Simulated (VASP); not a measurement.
Here is the system:

```
CELL_PARAMETERS angstrom
      2.16691    -3.74072     0.00000
      2.16691     3.74072     0.00000
      0.00000     0.00000     7.18797
ATOMIC_POSITIONS crystal
  Cd 0.66667 0.33333 0.50000
  Cd 0.33333 0.66667 0.00000
  Se 0.66667 0.33333 0.87600
  Se 0.34235 0.67568 0.37600
```

Computed with PBE GGA, VASP's PBE PAW potentials (set 64) (plane waves; VASP). Run with 400 eV cut-off, KSPACING 0.6 per Å, Gaussian smearing of 0.050 eV, potentials Cd Se.

Q: Give the stress tensor in GPa (positive for a compressed cell).

A: 
```
 2.03   0.33   0.19
 0.33   2.24   0.01
 0.19   0.01  -0.33
```
The pressure is its mean diagonal, 1.31 GPa.

The compound is CdSe in the wurtzite structure. The cell was not relaxed at this level, atoms are displaced from their ideal sites. The run is one of a series of settings (KGAMMA = .TRUE., KSPACING = 0.6, KPOINTS file removed against the base run), some of them coarse on purpose.
